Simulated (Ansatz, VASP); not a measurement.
## One calculation of Mg6SnMo, two programs

```xyz
8
Lattice="4.9564 0.0000 0.0000 0.0000 3.1308 5.3272 0.0000 -3.1308 5.3272" Properties=species:S:1:pos:R:3 pbc="T T T"
Sn    0.0000    0.0000    8.7885
Mo    2.4782    0.0000    7.0974
Mg    2.4782    0.0000    1.7662
Mg    2.4782    1.5356    4.4617
Mg    2.4782   -1.5356    4.4617
Mg    0.0000    0.0000    3.5556
Mg    0.0000    1.4961    6.2433
Mg    0.0000   -1.4961    6.2433
```

The cell comes from a database or a generator and needn't be the stable form of this composition.

Alike in both runs: task single point; functional PBE; k mesh 6 × 5 × 5; occupations gaussian, width 0.02 eV; no spin polarisation.

|  | VASP | Ansatz |
| --- | --- | --- |
| version | VASP 6.6.1 | Ansatz 0.2.0 |
| potentials or method | VASP PAW PBE potentials, release 64 (Sn_d, Mo_pv, Mg_pv) | Ansatz PAW |
| plane-wave cutoff (eV) | 520 | 420 |
| valence electrons in the cell | 74 | 88 |

Ansatz gave:

- gap on the k mesh at the Fermi level (eV): none
- pressure (GPa): -0.2
- largest component of the traceless stress (GPa): 0.25
- rms of the force components (eV/Å): 0.011

Q: Estimate VASP's values.

A: gap on the k mesh at the Fermi level (eV): none; pressure (GPa): -0.3; largest component of the traceless stress (GPa): 0.25; rms of the force components (eV/Å): 0.011.

Atom by atom the forces differ by 0.001 eV/Å (rms over components). A gap of «none» marks a metal or a gap that the smearing closes. The two sets of potentials don't hold the same shells in valence.
